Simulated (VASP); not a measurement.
# BiB5 (P6/mmm) in VASP: notebook

The runs below take BiB5 through relaxation of cell and atoms, single point, with PBE.

Program: VASP 6.6.1. These are calculated values, not measurements. Logs are shortened: lines on timing, memory, paths and dates and some standing lists are left out, and cuts for length are marked.

## Step 1: The cell of the first run

Symmetry: P6/mmm, No. 191, hexagonal system. Conventional cell: a = 4.795 Å, b = 4.795 Å, c = 2.978 Å, α = 90.00°, β = 90.00°, γ = 120.00°. Around B (site symmetry -6m2) lie 6 B at 2.03 Å. Around B (site symmetry mmm) lie 4 B at 2.03 Å. Bi (site symmetry 6/mmm) is surrounded by 18 B at 2.77 to 2.82 Å and 2 Bi at 2.98 Å.

The cell was built by a generator and needn't be a form met in nature.

## Step 2: Relaxation of cell and atoms, PBE (species swapped into the SrPd5 type (P6/mmm, No. 191))

INCAR

```
SYSTEM = BiB5
PREC     = Accurate       ! precision mode
ENCUT    = 600            ! plane-wave cutoff, eV
EDIFF    = 1E-6           ! SCF threshold, eV
ISMEAR   = 0              ! smearing method
SIGMA    = 0.1            ! smearing width, eV
LREAL    = .FALSE.        ! projectors in reciprocal space
LASPH    = .TRUE.         ! aspherical terms in the spheres
NELM     = 100            ! most SCF steps
ALGO     = Normal         ! electronic algorithm
ISIF     = 3              ! what is computed and relaxed
LWAVE    = .FALSE.        ! write WAVECAR
LCHARG   = .FALSE.        ! write CHGCAR
GGA      = PE             ! functional
IBRION   = 2              ! ionic algorithm
NSW      = 100            ! ionic steps
EDIFFG   = -0.01          ! ionic threshold
```

KPOINTS

```
regular mesh
0
G
  9 9 12
  0 0 0
```

POSCAR

```
BiB5
1.0
    4.7951835048      0.0000000000      0.0000000000
   -2.3975917524      4.1527507309      0.0000000000
    0.0000000000      0.0000000000      2.9780236788
B Bi
5 1
Direct
    0.6666666667      0.3333333333      0.0000000000
    0.5000000000      0.0000000000      0.5000000000
    0.5000000000      0.5000000000      0.5000000000
    0.0000000000      0.5000000000      0.5000000000
    0.3333333333      0.6666666667      0.0000000000
    0.0000000000      0.0000000000      0.0000000000
```

Potentials or basis: VASP PAW PBE potentials, release 64 (B, Bi_d).

On the command line:

```sh
$ cat potpaw_PBE.64/B/POTCAR potpaw_PBE.64/Bi_d/POTCAR > POTCAR
$ mpirun -np 1 vasp_std > vasp.out
```

OUTCAR:

```text
SYSTEM = BiB5
   PREC = Accurate
   ENCUT = 600
   EDIFF = 1E-6
   ISMEAR = 0
   LREAL = .FALSE.
   LASPH = .TRUE.
   NELM = 100
   ISIF = 3
   GGA = PE
   IBRION = 2
   NSW = 100
   EDIFFG = -0.01

 ion  position               nearest neighbor table
   1  0.667  0.333  0.000-   2 2.03   2 2.03   4 2.03   4 2.03   3 2.03   3 2.03   6 2.77   6 2.77
                             6 2.77
   2  0.500  0.000  0.500-   1 2.03   5 2.03   1 2.03   5 2.03   6 2.82   6 2.82   6 2.82   6 2.82

   3  0.500  0.500  0.500-   1 2.03   5 2.03   1 2.03   5 2.03   6 2.82   6 2.82   6 2.82   6 2.82

   4  0.000  0.500  0.500-   1 2.03   5 2.03   1 2.03   5 2.03   6 2.82   6 2.82   6 2.82   6 2.82

   5  0.333  0.667  0.000-   2 2.03   2 2.03   4 2.03   4 2.03   3 2.03   3 2.03   6 2.77   6 2.77
                             6 2.77
   6  0.000  0.000  0.000-   1 2.77   5 2.77   5 2.77   1 2.77   1 2.77   5 2.77   3 2.82   4 2.82
                             4 2.82   4 2.82   4 2.82   3 2.82   3 2.82   3 2.82   2 2.82   2 2.82

  LATTYP: Found a hexagonal cell.
 ALAT       =     4.7951835048
 C/A-ratio  =     0.6210447787

  Lattice vectors:

 A1 = (   4.7951835048,   0.0000000000,   0.0000000000)
 A2 = (  -2.3975917524,   4.1527507309,   0.0000000000)
 A3 = (   0.0000000000,   0.0000000000,   2.9780236788)

Analysis of symmetry for initial positions (statically):
=====================================================================
 Subroutine PRICEL returns:
 Original cell was already a primitive cell.

 Routine SETGRP: Setting up the symmetry group for a
 hexagonal supercell.

 Subroutine GETGRP returns: Found 24 space group operations
 (whereof 24 operations were pure point group operations)
 out of a pool of 24 trial point group operations.

The static configuration has the point symmetry D_6h.

Analysis of symmetry for dynamics (positions and initial velocities):
=====================================================================
 Subroutine PRICEL returns:
 Original cell was already a primitive cell.

 Routine SETGRP: Setting up the symmetry group for a
 hexagonal supercell.

 Subroutine GETGRP returns: Found 24 space group operations
 (whereof 24 operations were pure point group operations)
 out of a pool of 24 trial point group operations.

The dynamic configuration has the point symmetry D_6h.

 Subroutine INISYM returns: Found 24 space group operations
 (whereof 24 operations are pure point group operations),
 and found     1 'primitive' translations

----------------------------------------------------------------------------------------

                                     Primitive cell

  volume of cell :      59.3020

  direct lattice vectors                    reciprocal lattice vectors
     4.795183505  0.000000000  0.000000000     0.208542593  0.120402122  0.000000000
    -2.397591752  4.152750731  0.000000000     0.000000000  0.240804244  0.000000000
     0.000000000  0.000000000  2.978023679     0.000000000  0.000000000  0.335793166

  length of vectors
     4.795183505  4.795183505  2.978023679     0.240804244  0.240804244  0.335793166

  position of ions in fractional coordinates (direct lattice)
     0.666666667  0.333333333  0.000000000
     0.500000000  0.000000000  0.500000000
     0.500000000  0.500000000  0.500000000
     0.000000000  0.500000000  0.500000000
     0.333333333  0.666666667  0.000000000
     0.000000000  0.000000000  0.000000000

  ion indices of the primitive-cell ions
   primitive index   ion index
                 1           1
                 2           2
                 3           3
                 4           4
                 5           5
                 6           6

----------------------------------------------------------------------------------------

 KPOINTS: regular mesh

Automatic generation of k-mesh.
 Grid dimensions read from file:
 generate k-points for:    9    9   12

 Generating k-lattice:

  Cartesian coordinates                     Fractional coordinates (reciprocal lattice)
[... 46 lines left out ...]
   EMIN   =  10.00;   EMAX   =-10.00  energy-range for DOS
   EFERMI =   0.00;   METHOD = LEGACY
   ISMEAR =     0;   SIGMA  =   0.10  broadening in eV -4-tet -1-fermi 0-gaus
   EFERMI_NEDOS =   21; number of points for ismear=-14 and -15
   IALGO  =     38    algorithm
   IMIX   =      4    mixing-type and parameters
     AMIX     =   0.40;   BMIX     =  1.00
     AMIX_MAG =   1.60;   BMIX_MAG =  1.00
  volume/ion in A,a.u.               =       9.88        66.70
  Fermi-wavevector in a.u.,A,eV,Ry     =   1.304444  2.465042 23.151328  1.701575
  Thomas-Fermi vector in A             =   2.435380
   LORBIT       =      0    0 simple, 1 ext, 2 COOP (PROOUT), +10 PAW based schemes
   GGA     = PE    functional components
   LHFCALC =     F    Hartree Fock is set to
   AEXX    =    0.0000 exact exchange contribution
   IVDW    =     0    specifies the selected vdW correction
   LEPSILON=     F    determine dielectric tensor
   LRPA    =     F    only Hartree local field effects (RPA)
 conjugate gradient relaxation of ions
 non-spin polarized calculation
 Gauss-broadening in eV      SIGMA  =   0.10
  energy-cutoff  :      600.00
  volume of cell :       59.30
 maximum number of plane-waves:      2004
 NGX is ok and might be reduce to    40
   NGX = 19   NGY = 19   NGZ = 11

--------------------------------------- Ionic step        1  -------------------------------------------

 number of electron      30.0000001 magnetization

 Free energy of the ion-electron system (eV)
  ---------------------------------------------------
  ext. energy  EPLUGINS =         0.00000000
  ---------------------------------------------------
  free energy    TOTEN  =       -28.31981227 eV

  energy without entropy =      -28.31394400  energy(sigma->0) =      -28.31687813

------------------------ aborting loop because EDIFF is reached ----------------------------------------

  FORCE on cell =-STRESS in cart. coord.  units (eV):
  Direction    XX          YY          ZZ          XY          YZ          ZX
  --------------------------------------------------------------------------------------
  -------------------------------------------------------------------------------------
  Total        0.3528589      0.3528589     -1.2515790      0.0000000      0.0000000      0.0000000
  in kB        9.5332820      9.5332820    -33.8142396      0.0000000      0.0000000      0.0000000
  external PRESSURE =      -4.9158919 kB  Pullay stress =       0.0000000 kB
[... 145 lines left out ...]
  energy  without entropy=      -28.3191850120  energy(sigma->0) =      -28.32181866

--------------------------------------- Ionic step        5  -------------------------------------------

 number of electron      29.9999998 magnetization

 Free energy of the ion-electron system (eV)
  ---------------------------------------------------
  ext. energy  EPLUGINS =         0.00000000
  ---------------------------------------------------
  free energy    TOTEN  =       -28.32449294 eV

  energy without entropy =      -28.31920530  energy(sigma->0) =      -28.32184912

 E-fermi :   9.3802     XC(G=0): -12.0617

 val. band max:        9.3756992130   @ k =   0.3333   0.3333   0.0833
 cond. band min:       9.4517893640   @ k =   0.2222   0.1111   0.4167
 fundamental gap:      0.0760901509
 Fermi energy:         9.3801735552

 k-point     1 :       0.0000    0.0000    0.0000
  band No.  band energies     occupation
      1     -14.6915      2.00000
      2     -14.3059      2.00000
      3     -14.3059      2.00000
      4     -14.1552      2.00000
      5     -14.1552      2.00000
      6      -6.8524      2.00000
[... 11 lines left out ...]
     18      12.6933      0.00000
     19      12.6933      0.00000
[... 489 lines left out ...]
      3     -14.2967      2.00000
      4     -14.1757      2.00000
      5     -14.1757      2.00000
      6      -4.9242      2.00000
[... 11 lines left out ...]
     18      11.9771      0.00000
     19      13.6145      0.00000

 [... further k-points ...]
[... 5 lines left out ...]
  --------------------------------------------------------------------------------------
  -------------------------------------------------------------------------------------
  Total       -0.0135483     -0.0135483     -0.0302236      0.0000000     -0.0000000      0.0000000
  in kB       -0.3665027     -0.3665027     -0.8175933      0.0000000     -0.0000000      0.0000000
  external PRESSURE =      -0.5168662 kB  Pullay stress =       0.0000000 kB
[... 21 lines left out ...]
  FREE ENERGIE OF THE ION-ELECTRON SYSTEM (eV)
  ---------------------------------------------------
  free  energy   TOTEN  =       -28.3244929372 eV

  energy  without entropy=      -28.3192052963  energy(sigma->0) =      -28.32184912

 reached required accuracy - stopping structural energy minimisation
```

Run time: 3.7 min. Hardware: 1 thread of Intel Xeon Platinum 8488C (Sapphire Rapids), shared host; peak memory 0.26 GiB.

What came out:

* Free energy: -28.3245 eV
* Relaxed volume: 9.87 Å³/atom
* Relaxed cell: a = 4.807 Å, b = 4.807 Å, c = 2.960 Å, α = 90.00°, β = 90.00°, γ = 120.00°
* Space group after relaxing (to 0.05 Å): P6/mmm (No. 191)
* Energy gained by relaxing: 0.8 meV/atom
* Ionic steps: 5
* Pressure after relaxing: -0.1 GPa

The path:
```
step  energy change (eV)  largest force (eV/Å)  pressure (GPa)  volume (Å³)
   1              0.0000                0.0000           -0.49        59.30
   2             -0.0031                0.0000            0.60        59.04
   3             -0.0046                0.0000            0.20        59.14
   4             -0.0046                0.0000            0.18        59.14
   5             -0.0047                0.0000           -0.05        59.23
```

Final structure:
```yaml
crystal:
  lattice:
    - [4.80652, 0.00000, 0.00000]
    - [-2.40326, 4.16257, 0.00000]
    - [0.00000, 0.00000, 2.96024]
  atoms:
    - { symbol: B, position: [0.66667, 0.33333, 0.00000] }
    - { symbol: B, position: [0.50000, 0.00000, 0.50000] }
    - { symbol: B, position: [0.50000, 0.50000, 0.50000] }
    - { symbol: B, position: [0.00000, 0.50000, 0.50000] }
    - { symbol: B, position: [0.33333, 0.66667, 0.00000] }
    - { symbol: Bi, position: [0.00000, 0.00000, 0.00000] }
```

Levels at points of the mesh, in eV from the Fermi level:
| k point | band 11 | band 12 | band 13 | band 14 | band 15 | band 16 | band 17 | band 18 | band 19 |
| --- | --- | --- | --- | --- | --- | --- | --- | --- | --- |
| (0.00, 0.00, 0.00) | -7.09 | -7.09 | -3.27 | 2.65 | 3.03 | 3.30 | 3.30 | 3.31 | 3.31 |
| (0.00, 0.00, 0.50) | -4.96 | -3.68 | -3.48 | -3.14 | -3.14 | -2.54 | -2.54 | -2.53 | -2.53 |

Caveat: the bands computed are all filled at some k points, so no gap is given; spin-orbit coupling is left out, which moves the levels of the heavy elements.

## Step 3: Single point, PBE (species swapped into the SrPd5 type (P6/mmm, No. 191))

INCAR

```
SYSTEM = BiB5
PREC = Accurate ; ENCUT = 520
EDIFF = 1E-7 ; ISMEAR = 0
SIGMA = 0.1 ; LREAL = .FALSE.
LASPH = .TRUE. ; NELM = 100
ALGO = Normal ; ISIF = 2
LWAVE = .FALSE. ; LCHARG = .TRUE.
GGA = PE ; LELF = .TRUE.
LVHAR = .TRUE. ; NBANDS = 24
```

KPOINTS

```
regular mesh
0
G
  6 6 4
  0 0 0
```

Edit POSCAR of step 2 so:

```diff
@@ -2,5 +2,5 @@
 1.0
-    4.7951835048      0.0000000000      0.0000000000
-   -2.3975917524      4.1527507309      0.0000000000
-    0.0000000000      0.0000000000      2.9780236788
+    4.7736160279      0.0000000029      0.0000000000
+   -2.3868080165      4.1340727467      0.0000000000
+    0.0000000000      0.0000000000      2.9901872518
 B Bi
```

Potentials or basis: VASP PAW PBE potentials, release 64 (B, Bi_d).

On the command line:

```sh
$ cat potpaw_PBE.64/B/POTCAR potpaw_PBE.64/Bi_d/POTCAR > POTCAR
$ mpirun -np 1 vasp_std > vasp.out
```

It took 28 s on 1 thread of Intel Xeon Platinum 8488C (Sapphire Rapids), shared host; peak memory 0.18 GiB.

It converged, with:

```
Free energy            : -28.2450 eV
Pressure               : -0.1 GPa
Band gap on the k mesh : none (metal or under the smearing width)
```

Levels at points of the mesh, in eV from the Fermi level:
```
           k point  band 13  band 14  band 15  band 16  band 17  band 18
(0.00, 0.00, 0.00)    -3.41     2.61     2.75     3.29     3.29     3.66
(0.50, 0.00, 0.00)    -1.61    -1.04    -0.98     1.97     2.25     3.26
(0.00, 0.00, 0.50)    -3.25    -3.02    -3.02    -2.49    -2.49    -2.47
(0.50, 0.00, 0.50)    -4.28     0.39     1.03     1.09     1.49     1.57
```

Caveat: the k mesh is coarse (spacing up to 0.53 Å⁻¹), so the values aren't converged; spin-orbit coupling is left out, which moves the levels of the heavy elements.

## Step 4: Relaxation of cell and atoms, PBE (species swapped into the SrPd5 type (P6/mmm, No. 191))

INCAR

```
SYSTEM = BiB5
  PREC = Accurate
  ENCUT = 600
  EDIFF = 1E-6
  ISMEAR = 0
  SIGMA = 0.1
  LREAL = .FALSE.
  LASPH = .TRUE.
  NELM = 80
  ALGO = Fast
  ISIF = 3
  LWAVE = .FALSE.
  LCHARG = .FALSE.
  GGA = PE
  IBRION = 2
  NSW = 90
  EDIFFG = -0.04
```

KPOINTS

```
Automatic mesh
0
G
  6 6 4
  0 0 0
```

POSCAR

```
BiB5
1.0
    4.7392490500      0.0000000000      0.0000000000
   -2.3696245300      4.1043100700      0.0000000000
    0.0000000000      0.0000000000      3.8275725600
B Bi
5 1
Direct
    0.6666666700      0.3333333300      0.0000000000
    0.5000000000      0.0000000000      0.5000000000
    0.5000000000      0.5000000000      0.5000000000
    0.0000000000      0.5000000000      0.5000000000
    0.3333333300      0.6666666700      0.0000000000
    0.0000000000      0.0000000000      0.0000000000
```

On the command line:

```sh
$ cat potpaw_PBE.64/B/POTCAR potpaw_PBE.64/Bi_d/POTCAR > POTCAR
$ mpirun -np 1 vasp_std > vasp.out
```

Run time: 4.2 min. Hardware: 1 thread of Intel Xeon Platinum 8488C (Sapphire Rapids), shared host; peak memory 0.24 GiB.

The run converged. Its results:

```
Free energy                            : -28.2508 eV
Relaxed volume                         : 9.82 Å³/atom
Relaxed cell                           : a = 4.771 Å, b = 4.771 Å, c = 2.989 Å, α = 90.00°, β = 90.00°, γ = 120.00°
Space group after relaxing (to 0.05 Å) : P6/mmm (No. 191)
Energy gained by relaxing              : 499.6 meV/atom
Ionic steps                            : 10
Pressure after relaxing                : 0.1 GPa
```

Stress tensor (GPa, compression positive):
```
0.21 0.00 0.00
0.00 0.21 0.00
0.00 0.00 0.01
```

Step by step:
| step | energy change (eV) | largest force (eV/Å) | pressure (GPa) | volume (Å³) |
| --- | --- | --- | --- | --- |
| 1 | 0.0000 | 0.0000 | -18.64 | 74.45 |
| 2 | -1.7568 | 0.0000 | -0.92 | 59.80 |
| 3 | -1.9387 | 0.0000 | 9.91 | 55.78 |
| 4 | -2.4974 | 0.0000 | 23.98 | 52.87 |
| 5 | -2.7167 | 0.0000 | 18.06 | 53.74 |
| 6 | -2.9661 | 0.0000 | -2.53 | 60.18 |
| 7 | -2.9858 | 0.0000 | 1.14 | 58.68 |
| 8 | -2.9857 | 0.0000 | 1.42 | 58.58 |
| 9 | -2.9967 | 0.0000 | -0.09 | 59.01 |
| 10 | -2.9976 | 0.0000 | 0.15 | 58.92 |

Final structure:
```cif
data_structure
_symmetry_space_group_name_H-M 'P 1'
_symmetry_Int_Tables_number 1
_cell_length_a 4.7706
_cell_length_b 4.7706
_cell_length_c 2.9895
_cell_angle_alpha 90.000
_cell_angle_beta 90.000
_cell_angle_gamma 120.000
_cell_volume 58.92
loop_
_atom_site_label
_atom_site_type_symbol
_atom_site_fract_x
_atom_site_fract_y
_atom_site_fract_z
_atom_site_occupancy
B1 B 0.66667 0.33333 0.00000 1
B2 B 0.50000 0.00000 0.50000 1
B3 B 0.50000 0.50000 0.50000 1
B4 B 0.00000 0.50000 0.50000 1
B5 B 0.33333 0.66667 0.00000 1
Bi1 Bi 0.00000 0.00000 0.00000 1
```

Levels at points of the mesh, in eV from the Fermi level:
```
           k point  band 11  band 12  band 13  band 14  band 15  band 16  band 17  band 18  band 19
(0.00, 0.00, 0.00)    -6.96    -6.96    -3.42     2.61     2.75     3.29     3.29     3.67     3.67
(0.50, 0.00, 0.00)    -2.37    -2.07    -1.61    -1.04    -0.99     1.98     2.26     3.25     3.66
(0.00, 0.00, 0.50)    -4.84    -3.58    -3.25    -3.02    -3.02    -2.49    -2.49    -2.47    -2.47
(0.50, 0.00, 0.50)    -6.26    -6.26    -4.28     0.40     1.03     1.09     1.50     1.57     2.61
```

Caveat: the k mesh is coarse (spacing up to 0.41 Å⁻¹), so the values aren't converged; the volume moved by over 15 % at a fixed basis, so the end points are rough; the bands computed are all filled at some k points, so no gap is given; spin-orbit coupling is left out, which moves the levels of the heavy elements.

## Step 5: Single point, PBE (species swapped into the SrPd5 type (P6/mmm, No. 191))

INCAR

```
  ALGO = Fast
  EDIFF = 1E-6
  ENCUT = 520
  GGA = PE
  ISIF = 2
  ISMEAR = 0
  LASPH = T
  LCHARG = T
  LELF = T
  LREAL = F
  LVHAR = T
  LWAVE = F
  NBANDS = 24
  NELM = 80
  PREC = Accurate
  SIGMA = 0.1
```

KPOINTS

```
k-points
0
Gamma
  6 6 6
```

POSCAR

```
BiB5
1.0
    4.7951835048      0.0000000000      0.0000000000
   -2.3975917524      4.1527507309      0.0000000000
    0.0000000000      0.0000000000      2.9780236788
B Bi
5 1
Direct
    0.6666666667      0.3333333333      0.0000000000
    0.5000000000      0.0000000000      0.5000000000
    0.5000000000      0.5000000000      0.5000000000
    0.0000000000      0.5000000000      0.5000000000
    0.3333333333      0.6666666667      0.0000000000
    0.0000000000      0.0000000000      0.0000000000
```

On the command line:

```sh
$ cat potpaw_PBE.64/B/POTCAR potpaw_PBE.64/Bi_d/POTCAR > POTCAR
$ mpirun -np 1 vasp_std > vasp.out
```

It took 29 s on 1 thread of Intel Xeon Platinum 8488C (Sapphire Rapids), shared host; peak memory 0.18 GiB.

The run converged. Its results:

```yaml
Free_energy: -28.3280 eV
Pressure: 0.1 GPa
Band_gap_on_the_k_mesh: none (metal or under the smearing width)
```

Stress tensor (GPa, compression positive):
```
0.05 0.00 0.00
0.00 0.05 0.00
0.00 0.00 0.16
```

Levels at points of the mesh, in eV from the Fermi level:
```
           k point  band 11  band 12  band 13  band 14  band 15  band 16  band 17  band 18  band 19  band 20
(0.00, 0.00, 0.00)    -7.02    -7.02    -3.35     2.61     2.86     3.26     3.26     3.47     3.47     5.08
(0.50, 0.00, 0.00)    -2.49    -2.03    -1.74    -1.19    -0.95     1.87     2.08     3.23     3.75     4.82
(0.00, 0.00, 0.50)    -4.91    -3.65    -3.32    -3.11    -3.11    -2.51    -2.51    -2.51    -2.51     6.15
(0.50, 0.00, 0.50)    -6.33    -6.29    -4.33     0.28     0.90     1.01     1.38     1.47     2.48     2.51
```

Caveat: spin-orbit coupling is left out, which moves the levels of the heavy elements.

## Step 6: Overview

| task | cell | k mesh | cutoff (eV) | mesh quality | gap on the mesh (eV) | pressure (GPa) | relaxed volume (Å³/atom) |
| --- | --- | --- | --- | --- | --- | --- | --- |
| relaxation of cell and atoms | relaxed from: species swapped into the SrPd5 type (P6/mmm, No. 191) | 9 × 9 × 12 | 600 | not flagged | - | -0.1 | 9.87 |
| single point | species swapped into the SrPd5 type (P6/mmm, No. 191) | 6 × 6 × 4 | 520 | coarse | none | -0.1 | - |
| relaxation of cell and atoms | relaxed from: species swapped into the SrPd5 type (P6/mmm, No. 191) | 6 × 6 × 4 | 600 | coarse | - | 0.1 | 9.82 |
| single point | species swapped into the SrPd5 type (P6/mmm, No. 191) | 6 × 6 × 6 | 520 | not flagged | none | 0.1 | - |

Alike in all rows: level PBE; potentials or basis VASP PAW PBE potentials, release 64 (B, Bi_d); no spin polarisation; smearing gaussian 0.1 eV.

Caveats: some runs use coarse meshes; spin-orbit coupling is left out, which moves the levels of the heavy elements; the bands computed are all filled at some k points, so no gap is given (some runs); the volume moved by over 15 % at a fixed basis, so the end points are rough (some runs).

Absolute energies hang on the potentials; compare differences alone.
